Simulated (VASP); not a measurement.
InSb:

```
In Sb
1.0
     0.00000    3.23910    3.23910
     3.23910    0.00000    3.23910
     3.23910    3.23910    0.00000
In Sb
1 1
Direct
  0.00000 0.00000 0.00000
  0.25000 0.25000 0.25000
```

```yaml
Program: VASP 6.6.1
Task: relaxation of cell and atoms
Functional: PBE
Potentials_or_basis: VASP PAW PBE potentials, release 64 (In_d, Sb)
Cutoff: 600 eV
k_mesh: 10 × 10 × 10
Occupations: gaussian, width 0.03 eV
Spin: no spin polarisation
```

At the start: pressure 3.1 GPa; volume 33.98 Å³/atom.

Question: How do energy, volume and symmetry change on relaxing?

Answer: Over 3 steps the energy falls by 23.0 meV/atom and the volume is 36.49 Å³/atom (+7.4 %); space group F-43m (No. 216, to 0.05 Å).

The path:
```
step  energy change (eV)  largest force (eV/Å)  pressure (GPa)  volume (Å³)
   1              0.0000                0.0000            3.14        67.97
   2             -0.0414                0.0000           -0.83        74.72
   3             -0.0459                0.0000            0.02        72.98
```

Final structure:
```xyz
2
Lattice="0.0000 3.3168 3.3168 3.3168 0.0000 3.3168 3.3168 3.3168 0.0000" Properties=species:S:1:pos:R:3 pbc="T T T"
In    0.0000    0.0000    0.0000
Sb    1.6584    1.6584    1.6584
```
